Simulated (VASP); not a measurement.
**MoS (relaxed from the CsCl type structure, space group Pm-3m): computed properties**

Method: PBEsol GGA, VASP's PBE PAW potentials (set 64) (plane waves; VASP).

```json
{
  "space_group": "Pm-3m (221)",
  "cell": "a = b = c = 2.970 Å, α = β = γ = 90.00°",
  "volume_per_atom": "13.09 Å³/atom",
  "band gap (over mesh and band path)": "none (metal, semimetal or under 0.01 eV)",
  "density": "8.12 g/cm³"
}
```

```cif
data_MoS
_chemical_formula_sum 'Mo1 S1'
_space_group_name_H-M_alt 'P 1'
_space_group_IT_number 1
_cell_length_a 2.96961
_cell_length_b 2.96961
_cell_length_c 2.96961
_cell_angle_alpha 90.000
_cell_angle_beta 90.000
_cell_angle_gamma 90.000
loop_
_space_group_symop_operation_xyz
  'x, y, z'
loop_
_atom_site_label
_atom_site_type_symbol
_atom_site_fract_x
_atom_site_fract_y
_atom_site_fract_z
_atom_site_occupancy
Mo1 Mo 0.00000 0.00000 0.00000 1
S1 S 0.50000 0.50000 0.50000 1
```

The structure was generated: MoS was put into the CsCl type type (Pm-3m), which need not be its known phase. It was relaxed first, which changed the volume by -31 %. Symmetry was kept, so distortions that lower it aren't found.
